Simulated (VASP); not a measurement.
## BaFeO3 with PBEsol + U: from relaxation to properties

Aim: relax BaFeO3, then compute properties on the relaxed cell. The steps: magnetic order: ferromagnetic, magnetic order: antiferromagnetic, q = (0, 0, 1/2), magnetic order: antiferromagnetic, q = (1/2, 1/2, 1/2), magnetic order: antiferromagnetic, q = (1/2, 1/2, 0), the orders side by side, relaxing cell and atoms (PBEsol + U), second relaxation, single point with fields (PBEsol + U), bands along the symmetry lines (PBEsol + U), total and projected DOS (PBEsol + U) and electric field gradients (PBEsol + U). Left out of this account: 1 further run (relaxation: a spoilt try). The start is a cell from a database of measured crystal structures.

Main program and level: VASP 6.6.1; PBEsol, DFT+U (Fe d 3 eV), spin-polarised from a ferromagnetic start (one magnetic atom a cell); plane waves and PAW (Ba_sv, Fe, O), in the first sound run; inputs show where later runs differ.

This is a report of a sequence of runs, with most program output left out.

The database entry behind the starting cell differs from later determinations by our own check (an axis about 1.3 % long against later determinations), so it need not match the best structure at ambient conditions.

### Step 1. Starting point

The structure is cubic, space group Pm-3m (No. 221). The conventional cell has a = 4.020 Å, b = 4.020 Å, c = 4.020 Å, α = 90.00°, β = 90.00°, γ = 90.00°. Nearest to Ba lie 12 O at 2.84 Å. Fe has 6 O at 2.01 Å nearest. Nearest to O lie 2 Fe at 2.01 Å and 4 Ba at 2.84 Å. Farther neighbours and most contacts between anions are not listed.

Structure file:

```xyz
5
Lattice="4.0200 0.0000 0.0000 0.0000 4.0200 0.0000 0.0000 0.0000 4.0200" Properties=species:S:1:pos:R:3 pbc="T T T"
Ba    0.0000    0.0000    0.0000
Fe    2.0100    2.0100    2.0100
O     2.0100    2.0100    0.0000
O     0.0000    2.0100    2.0100
O     2.0100    0.0000    2.0100
```

### Step 2. Magnetic order: ferromagnetic

The properties of a magnet depend on its order, so a few collinear patterns are compared first on the cell as listed, beginning with all moments parallel. PBEsol restores the gradient expansion of exchange and is tuned for the cells of solids. A Hubbard U penalises fractional filling of the localised shell, which semilocal functionals favour.

The input, INCAR:

```
SYSTEM = BaFeO3
PREC = Accurate
ENCUT = 520
EDIFF = 1E-06
NELM = 100
ISMEAR = 0
SIGMA = 0.05
LREAL = .FALSE.
ALGO = Normal
GGA = PS
NBANDS = 28
ISPIN = 2
MAGMOM = 0 3 0 0 0
LDAU = .TRUE.
LDAUTYPE = 2
LDAUL = -1 2 -1
LDAUU = 0 3 0
LDAUJ = 0 0 0
LDAUPRINT = 1
LASPH = .TRUE.
LMAXMIX = 4
LORBIT = 11
LWAVE = .FALSE.
LCHARG = .FALSE.
KPAR = 8
ISIF = 2
```

The input, POSCAR:

```
BaFeO3
1.0
    4.0200000000      0.0000000000      0.0000000000
    0.0000000000      4.0200000000      0.0000000000
    0.0000000000      0.0000000000      4.0200000000
Ba Fe O
1 1 3
Direct
    0.0000000000      0.0000000000      0.0000000000
    0.5000000000      0.5000000000      0.5000000000
    0.5000000000      0.5000000000      0.0000000000
    0.0000000000      0.5000000000      0.5000000000
    0.5000000000      0.0000000000      0.5000000000
```

The input, KPOINTS:

```
Automatic mesh
0
Gamma
6 6 6
0 0 0
```

PAW data sets: Ba_sv, Fe and O (PBE family, release 64).

On the command line:

```console
$ mpirun -np 8 vasp_std
```

The job ended after 10 s (8 MPI ranks of Intel Xeon 6975P-C (Granite Rapids), shared host; peak memory 1.9 GiB; 75 s of CPU time).

The k-mesh is coarse for a metal. Harder data sets than Ba_sv exist (the GW ones), and pressures, volumes and forces can shift noticeably with them. The PAW data sets were made with PBE, which is usual practice but a small mismatch for other functionals. At this level the cell is under a tension of 8.0 GPa, so at these settings it is away from equilibrium.

Numbers from this step:

```yaml
scf_cycles: 19
electrons: 36
bands: 28
irreducible_k_points: 20
symmetry_operations: 48
free_energy_toten: -34.40 eV
energy_at_zero_smearing: -34.40 eV
fermi_energy: 2.435 eV
pressure: -7.982 GPa
moment_of_the_cell_from_the_last_line_of_the_log: 4.120 μB
metallic: yes
```

Spin moment in the PAW sphere by atom:

```csv
atom,spin moment in the PAW sphere (μB)
Ba1,0.01
Fe2,3.69
O3,0.10
O4,0.10
O5,0.10
```

The run ends ferromagnetic with a largest moment of 3.69 μB, and the mesh shows no gap.

### Step 3. Magnetic order: antiferromagnetic, q = (0, 0, 1/2)

This step: PBEsol, DFT+U (Fe d 3 eV), spin-polarised from an antiferromagnetic start; plane waves and PAW (Ba_sv, Fe, O) (VASP 6.6.1).

System of this step: BaFeO3. The structure is cubic, space group Pm-3m (No. 221). The conventional cell has a = 4.020 Å, b = 4.020 Å, c = 4.020 Å, α = 90.00°, β = 90.00°, γ = 90.00°. Nearest to Ba lie 12 O at 2.84 Å. Fe has 6 O at 2.01 Å nearest. Nearest to O lie 2 Fe at 2.01 Å and 4 Ba at 2.84 Å. Nearest to O lie 2 Fe at 2.01 Å and 4 Ba at 2.84 Å. Farther neighbours and most contacts between anions are not listed.

Next, a pattern with opposite moments, which needs a doubled cell; q is given in the reciprocal vectors of the primitive cell.

Changes to INCAR since step 2:

```diff
@@ -10,5 +10,5 @@
 GGA = PS
-NBANDS = 28
+NBANDS = 51
 ISPIN = 2
-MAGMOM = 0 3 0 0 0
+MAGMOM = 0 0 3 -3 0 0 0 0 0 0
 LDAU = .TRUE.
```

The input, POSCAR:

```
BaFeO3
1.0
    4.0200000000      0.0000000000      0.0000000000
    0.0000000000      4.0200000000      0.0000000000
    0.0000000000      0.0000000000      8.0400000000
Ba Fe O
2 2 6
Direct
    0.0000000000      0.0000000000      0.0000000000
    0.0000000000      0.0000000000      0.5000000000
    0.5000000000      0.5000000000      0.2500000000
    0.5000000000      0.5000000000      0.7500000000
    0.5000000000      0.5000000000      0.0000000000
    0.5000000000      0.5000000000      0.5000000000
    0.0000000000      0.5000000000      0.2500000000
    0.0000000000      0.5000000000      0.7500000000
    0.5000000000      0.0000000000      0.2500000000
    0.5000000000      0.0000000000      0.7500000000
```

The input, KPOINTS:

```
Automatic mesh
0
Gamma
6 6 3
0 0 0
```

On the command line:

```console
$ mpirun -np 8 vasp_std
```

The job ended after 40 s (8 MPI ranks; peak memory 3.2 GiB).

At this level the cell is under a tension of 7.9 GPa, so at these settings it is away from equilibrium.

Numbers from this step:

| Property | Result |
| --- | --- |
| SCF cycles | 23 |
| electrons | 72 |
| bands | 51 |
| symmetry operations | 16 |
| free energy (TOTEN) | -68.6942 eV |
| energy at zero smearing | -68.6920 eV |
| Fermi energy | 2.412 eV |
| pressure | -7.901 GPa |

Spin moment in the PAW sphere by atom:

```csv
atom,spin moment in the PAW sphere (μB)
Ba1,0.00
Ba2,0.00
Fe3,3.66
Fe4,-3.66
O5,0.00
O6,0.00
O7,0.10
O8,-0.10
O9,0.10
O10,-0.10
```

The energy lies +11.0 meV an atom from the first pattern. The run ends antiferromagnetic with a largest moment of 3.66 μB, and the mesh shows no gap.

### Step 4. Magnetic order: antiferromagnetic, q = (1/2, 1/2, 1/2)

INCAR is that of step 3.

The input, POSCAR:

```
BaFeO3
1.0
    8.0400000000      0.0000000000      0.0000000000
    4.0200000000      4.0200000000      0.0000000000
    4.0200000000      0.0000000000      4.0200000000
Ba Fe O
2 2 6
Direct
    0.0000000000      0.0000000000      0.0000000000
    0.5000000000      0.0000000000      0.0000000000
    0.7500000000      0.5000000000      0.5000000000
    0.2500000000      0.5000000000      0.5000000000
    0.0000000000      0.5000000000      0.0000000000
    0.5000000000      0.5000000000      0.0000000000
    0.5000000000      0.5000000000      0.5000000000
    0.0000000000      0.5000000000      0.5000000000
    0.0000000000      0.0000000000      0.5000000000
    0.5000000000      0.0000000000      0.5000000000
```

The input, KPOINTS:

```
Automatic mesh
0
Gamma
6 6 6
0 0 0
```

On the command line:

```console
$ mpirun -np 8 vasp_std
```

It took 45 s on 8 MPI ranks; peak memory 3.9 GiB; 5.8 min of CPU time.

At this level the cell is under a tension of 6.6 GPa, so at these settings it is away from equilibrium.

This step gave:

```yaml
scf_cycles: 21
irreducible_k_points: 16
symmetry_operations: 48
free_energy_toten: -68.4335 eV
energy_at_zero_smearing: -68.4306 eV
fermi_energy: 2.249 eV
pressure: -6.609 GPa
```

Spin moment in the PAW sphere by atom:

```csv
atom,spin moment in the PAW sphere (μB)
Ba1,0.00
Ba2,0.00
Fe3,3.66
Fe4,-3.66
O5,0.00
O6,0.00
O7,0.00
O8,0.00
O9,0.00
O10,0.00
```

The energy lies +37.2 meV an atom from the first pattern. The run ends antiferromagnetic with a largest moment of 3.66 μB, and the mesh shows no gap.

### Step 5. Magnetic order: antiferromagnetic, q = (1/2, 1/2, 0)

INCAR is that of step 4.

The input, POSCAR:

```
BaFeO3
1.0
    8.0400000000      0.0000000000      0.0000000000
    4.0200000000      4.0200000000      0.0000000000
    0.0000000000      0.0000000000      4.0200000000
Ba Fe O
2 2 6
Direct
    0.0000000000      0.0000000000      0.0000000000
    0.5000000000      0.0000000000      0.0000000000
    0.0000000000      0.5000000000      0.5000000000
    0.5000000000      0.5000000000      0.5000000000
    0.0000000000      0.5000000000      0.0000000000
    0.5000000000      0.5000000000      0.0000000000
    0.7500000000      0.5000000000      0.5000000000
    0.2500000000      0.5000000000      0.5000000000
    0.2500000000      0.0000000000      0.5000000000
    0.7500000000      0.0000000000      0.5000000000
```

KPOINTS is that of step 4.

On the command line:

```console
$ mpirun -np 8 vasp_std
```

The job ended after 61 s (8 MPI ranks; peak memory 4.7 GiB).

At this level the cell is under a tension of 7.3 GPa, so at these settings it is away from equilibrium.

This step gave:

- SCF cycles: 19
- irreducible k-points: 40
- symmetry operations: 16
- free energy (TOTEN): -68.5880 eV
- energy at zero smearing: -68.5847 eV
- Fermi energy: 2.281 eV
- pressure: -7.288 GPa

Spin moment in the PAW sphere by atom:

```csv
atom,spin moment in the PAW sphere (μB)
Ba1,0.00
Ba2,0.00
Fe3,3.66
Fe4,-3.66
O5,0.11
O6,-0.11
O7,0.00
O8,0.00
O9,0.00
O10,0.00
```

The energy lies +21.8 meV an atom from the first pattern. The run ends antiferromagnetic with a largest moment of 3.66 μB, and the mesh shows no gap.

### Step 6. The orders side by side

This step: collinear orders at PBEsol, DFT+U (Fe d 3 eV); plane waves and PAW (VASP 6.6.1).

Derived from the runs above.

Patterns, by row:

```csv
start,atoms,energy less that of the first (meV/atom),largest site moment (μB),end state
ferromagnetic,5,0,3.69,ferromagnetic
"antiferromagnetic, q = (0, 0, 1/2)",10,11,3.66,antiferromagnetic
"antiferromagnetic, q = (1/2, 1/2, 1/2)",10,37.2,3.66,antiferromagnetic
"antiferromagnetic, q = (1/2, 1/2, 0)",10,21.8,3.66,antiferromagnetic
```

The session goes on in the lowest magnetic state found: ferromagnetic. The next one lies 11.0 meV an atom higher.

### Step 7. Relaxing cell and atoms (PBEsol + U)

This step: PBEsol, DFT+U (Fe d 3 eV), spin-polarised from a ferromagnetic start; plane waves and PAW (Ba_sv, Fe, O) (VASP 6.6.1).

System of this step: BaFeO3. Symmetry: Pm-3m, No. 221, cubic system. Conventional cell: a = 4.020 Å, b = 4.020 Å, c = 4.020 Å, α = 90.00°, β = 90.00°, γ = 90.00°. Nearest to Ba lie 12 O at 2.84 Å. Fe has 6 O at 2.01 Å nearest. Nearest to O lie 2 Fe at 2.01 Å and 4 Ba at 2.84 Å. Farther neighbours and most contacts between anions are not listed.

Properties are meant for the cell that this level of theory prefers, so cell and atoms are relaxed first (ISIF = 3) until forces and stress are small; EDIFFG sets the threshold.

Changes to INCAR since step 5:

```diff
@@ -10,5 +10,5 @@
 GGA = PS
-NBANDS = 51
+NBANDS = 29
 ISPIN = 2
-MAGMOM = 0 0 3 -3 0 0 0 0 0 0
+MAGMOM = 0.01 3.69 0.1 0.1 0.1
 LDAU = .TRUE.
@@ -25,2 +25,5 @@
 KPAR = 8
-ISIF = 2
+IBRION = 2
+NSW = 60
+ISIF = 3
+EDIFFG = -0.01
```

The input, POSCAR:

```
BaFeO3
1.0
    4.0200000000      0.0000000000      0.0000000000
    0.0000000000      4.0200000000      0.0000000000
    0.0000000000      0.0000000000      4.0200000000
Ba Fe O
1 1 3
Direct
    0.0000000000      0.0000000000      0.0000000000
    0.5000000000      0.5000000000      0.5000000000
    0.5000000000      0.5000000000      0.0000000000
    0.0000000000      0.5000000000      0.5000000000
    0.5000000000      0.0000000000      0.5000000000
```

The input, KPOINTS:

```
Automatic mesh
0
Gamma
7 7 7
0 0 0
```

On the command line:

```console
$ mpirun -np 8 vasp_std
```

It took 23 s on 8 MPI ranks; peak memory 2 GiB.

The magnetic order is the lowest of the few collinear ones that converged above; longer or canted patterns were not tried. The run keeps the 48 symmetry operations of its start, so it cannot find a distortion of lower symmetry.

Step by step:

```csv
step,energy less that of the first step (eV),largest force (eV/Å),pressure (GPa),volume (Å³)
1,0.0000,0.0000,-7.80,64.96
2,-0.0802,0.0000,4.80,59.20
3,-0.1060,0.0000,0.00,60.96
```

```csv
"conventional cell, symmetrised",before,after,change
a (Å),4.020,3.936,-2.1 %
b (Å),4.020,3.936,-2.1 %
c (Å),4.020,3.936,-2.1 %
volume (Å³/atom),12.99,12.19,-6.2 %
```

The relaxed structure:

```cif
data_structure
_symmetry_space_group_name_H-M 'P 1'
_symmetry_Int_Tables_number 1
_cell_length_a 3.9356
_cell_length_b 3.9356
_cell_length_c 3.9356
_cell_angle_alpha 90.000
_cell_angle_beta 90.000
_cell_angle_gamma 90.000
_cell_volume 60.96
loop_
_atom_site_label
_atom_site_type_symbol
_atom_site_fract_x
_atom_site_fract_y
_atom_site_fract_z
_atom_site_occupancy
Ba1 Ba 0.00000 0.00000 0.00000 1
Fe2 Fe 0.50000 0.50000 0.50000 1
O3 O 0.50000 0.50000 0.00000 1
O4 O 0.00000 0.50000 0.50000 1
O5 O 0.50000 0.00000 0.50000 1
```

This step gave:

* electrons: 36
* bands: 29
* irreducible k-points: 20
* symmetry operations: 48
* free energy (TOTEN): -34.51 eV
* energy at zero smearing: -34.51 eV
* Fermi energy: 3.004 eV
* pressure: 6.12e-4 GPa
* moment of the cell, from the last line of the log: 4 μB
* SCF cycles over all ionic steps: 40

Spin moment in the PAW sphere by atom:

```csv
atom,spin moment in the PAW sphere (μB)
Ba1,0.01
Fe2,3.60
O3,0.09
O4,0.09
O5,0.09
```

It ends with forces that vanish by symmetry and a pressure of 0.00 GPa.

### Step 8. Second relaxation

A relaxation keeps the plane waves of the cell it began with, so it is repeated from the new cell, on a basis made for it.

INCAR is that of step 7.

Changes to POSCAR since step 7:

```diff
@@ -2,5 +2,5 @@
 1.0
-    4.0200000000      0.0000000000      0.0000000000
-    0.0000000000      4.0200000000      0.0000000000
-    0.0000000000      0.0000000000      4.0200000000
+    3.9356229356      0.0000000000      0.0000000000
+    0.0000000000      3.9356229356      0.0000000000
+    0.0000000000      0.0000000000      3.9356229356
 Ba Fe O
```

KPOINTS is that of step 7.

On the command line:

```console
$ mpirun -np 8 vasp_std
```

The job ended after 9 s (8 MPI ranks; peak memory 1.9 GiB; 68 s of CPU time).

Little changed from the start: no atom moved by 0.005 Å and no cell edge by 0.1 %.

Numbers from this step:

```yaml
energy_at_zero_smearing: -34.50 eV
pressure: 0.03651 GPa
moment_of_the_cell_from_the_last_line_of_the_log: 4.000 μB
scf_cycles_over_all_ionic_steps: 17
```

It ends with forces that vanish by symmetry and a pressure of 0.04 GPa. The volume moved by under 0.01 %: the run met its threshold at the first step.

### Step 9. Single point with fields (PBEsol + U)

The relaxed cell gets a fresh self-consistent run, on a basis set for its own volume, to fix the density and to check the remaining stress.

Changes to INCAR since step 8:

```diff
@@ -23,7 +23,5 @@
 LWAVE = .FALSE.
-LCHARG = .FALSE.
-KPAR = 8
-IBRION = 2
-NSW = 60
-ISIF = 3
-EDIFFG = -0.01
+LCHARG = .TRUE.
+ISIF = 2
+LELF = .TRUE.
+LVHAR = .TRUE.
```

POSCAR is that of step 8.

KPOINTS is that of step 8.

On the command line:

```console
$ mpirun -np 8 vasp_std
```

It took 8.6 s on 8 MPI ranks; peak memory 1 GiB; 64 s of CPU time.

With spin, VASP writes an ELF for each channel.

This step gave:

```
SCF cycles                                        : 16
bands                                             : 32
Fermi energy                                      : 3.005 eV
pressure                                          : -0.1373 GPa
moment of the cell, from the last line of the log : 3.999 μB
```

Valence electrons inside each PAW sphere by angular momentum. Sphere charges, by row:

```csv
atom,s (e),p (e),d (e),tot (e)
Ba1,2.006,5.639,0.36,8.006
Fe2,0.409,0.626,5.878,6.913
O3,1.564,3.395,0,4.959
O4,1.564,3.395,0,4.959
O5,1.564,3.395,0,4.959
```

Spin density in the ac plane at fractional y = 0.500, with atoms of Fe and O within 0.2 Å of it.

Ten even steps from '0' (-0.1 e/Å³) to '9' (5.2 e/Å³), each cell a mean:
```
00000000000000
00000000000000
00000000000000
00000000000000
00000012100000
00000256410000
00000379620000
00000267510000
00000123200000
00000000000000
00000000000000
00000000000000
00000000000000
00000000000000
```
Columns run along a (3.9 Å), rows up along c (3.9 Å). Atoms in or near the plane, at fractional coordinates: Fe at (0.50, 0.50), O at (0.50, 0.00), O at (0.00, 0.50).

Electrostatic potential energy in the ac plane at fractional y = 0.500, with atoms of Fe and O within 0.2 Å of it. With pseudopotentials it is smooth inside the atoms' cores, unlike the true potential.

Ten even steps from '_' (-50 eV) to '@' (5 eV), each cell a mean:
```
@@@@@@@@@@++____..##@@@@@@@@
@@@@@@@@@@%%++--++@@@@@@@@@@
@@@@@@@@@@@@%%%%%%@@@@@@@@@@
@@@@@@@@@@%%######%%@@@@@@@@
**##@@@@%%**++++++##%%@@@@##
__::##%%##++==--==++##%%++..
____++%%**==--::--++##%%--__
__..**%%**++----==++##%%++__
==**%%@@##**++==++**%%@@%%++
@@@@@@@@%%##****##%%@@@@@@@@
@@@@@@@@@@@@%%%%%%@@@@@@@@@@
@@@@@@@@@@%%**++##@@@@@@@@@@
@@@@@@@@@@**..__::##@@@@@@@@
@@@@@@@@@@==______**@@@@@@@@
```
Columns run along a (3.9 Å; values clipped at the 3rd and 97th percentile), rows up along c (3.9 Å). Atoms in or near the plane, at fractional coordinates: Fe at (0.50, 0.50), O at (0.50, 0.00), O at (0.00, 0.50).

ELF of up spins in the ac plane at fractional y = 0.500, with atoms of Fe and O within 0.2 Å of it. It is the smooth field of the valence electrons, not physical close to the nuclei.

Ten even steps from '0' (0.00) to '9' (0.85), each cell a mean:
```
00148986897300
00026888885100
32112455531013
87311122211157
99621110111389
88832000012588
46842000002586
78842000012588
99731100011489
98411122211268
54101344321124
10014788863101
00048986897200
00159974898300
```
Columns run along a (3.9 Å), rows up along c (3.9 Å). Atoms in or near the plane, at fractional coordinates: Fe at (0.50, 0.50), O at (0.50, 0.00), O at (0.00, 0.50).

In this run the pressure is -0.14 GPa, small enough to go on.

(Continued in part 2 of 2.)

[Lines on the potential files, build, host, timing and source positions are cut from VASP's logs without a mark.]

[Logs are printed without paths, hosts, clocks, repeated set-up lines and the standing remarks that a program may print on its own settings, such as how far it seeks lower states.]

[Hosts, paths, dates, database ids (printed as entryN), source tags and the programs' standing remarks are cut or masked in the printed files.]

[A measured line is paired with the nearest computed mode of its activity, which favours agreement.]
